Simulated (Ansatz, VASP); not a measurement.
# Si4BN3 in VASP and in Ansatz

```
Si B N
1.0
     4.36470    0.00000    0.00000
     0.00000    4.36470    0.00000
     0.00000    0.00000    4.36470
Si B N
4 1 3
Direct
  0.74121 0.25879 0.74121
  0.74121 0.74121 0.25879
  0.25879 0.25879 0.25879
  0.25879 0.74121 0.74121
  0.00000 0.00000 0.00000
  0.50000 0.50000 0.00000
  0.50000 0.00000 0.50000
  0.00000 0.50000 0.50000
```

Alike in both runs: functional PBE; k mesh 8 × 8 × 8; occupations gaussian, width 0.1 eV; no spin polarisation.

Ansatz relaxed the structure, and its values are those at the end. VASP's run is a single point on that final structure, the one shown.

```csv
,VASP,Ansatz
version,VASP 6.6.1,Ansatz 0.2.0
potentials or method,"VASP PAW PBE potentials, release 64 (Si, B, N)","scalar-relativistic, plane waves, PAW"
plane-wave cutoff (eV),520,420
valence electrons in the cell,34,34
```

|  | VASP | Ansatz | Ansatz less VASP |
| --- | --- | --- | --- |
| gap on the k mesh at the Fermi level (eV) | none | none | - |
| pressure (GPa) | -0.1 | 0.0 | +0.12 |

A gap of «none» marks a metal or a gap that the smearing closes.
